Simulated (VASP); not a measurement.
Input:

```yaml
crystal:
  lattice:
    - [0.00000, 2.73719, 2.73719]
    - [2.73719, 0.00000, 2.73719]
    - [2.73719, 2.73719, 0.00000]
  atoms:
    - { symbol: Mg, position: [0.00000, 0.00000, 0.00000] }
    - { symbol: Se, position: [0.50000, 0.50000, 0.50000] }
```

Calculation: PBE GGA with D3 dispersion (Becke-Johnson damping), VASP's PBE PAW potentials (set 64) (plane waves; VASP 6.6.1). Settings: 520 eV cut-off, 8×8×8 Γ-centred mesh, Gaussian smearing of 0.050 eV, potentials Mg Se.

Predict the energy per atom (σ→0), pressure, band gap (on the k-mesh) with the smallest direct gap where there is one.

```
Item                                         Result
-----------------------------------  --------------
band gap (on the k-mesh)                    1.78 eV
smallest direct gap (on the k-mesh)         2.51 eV
energy per atom (σ→0)                -4.112 eV/atom
pressure                                 -18.8 kbar
```

The absolute energy has meaning only against runs of the same code, potentials and settings.

The compound is MgSe in the rock salt structure. This cell is one point of a volume scan, at 1.03 of the reference volume.
